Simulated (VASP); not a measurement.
Consider the following.

```xyz
4
Lattice="2.1442 -3.7138 0.0000 2.1442 3.7138 0.0000 0.0000 0.0000 6.9703" Properties=species:S:1:pos:R:3 pbc="T T T"
Mg     2.1442    -1.2379     3.4827
Mg     2.1442     1.2379     6.9679
Te     2.1442    -1.2379     6.1084
Te     2.1442     1.2379     2.6233
```

Level of theory: PBEsol GGA, VASP's PBE PAW potentials (set 64) (plane waves; VASP 6.6.1). Numerical set-up: 500 eV cut-off, 6×6×3 Γ-centred mesh, Gaussian smearing of 0.050 eV, potentials Mg Te.

**Question.** What does the run give for the energy per atom (σ→0), pressure?

**Answer.** 
```json
{
 "energy per atom (σ→0)": "-3.297 eV/atom",
 "pressure": "99.6 kbar"
}
```

The compound is MgTe in the wurtzite structure. It was relaxed first under an external pressure of 10 GPa.
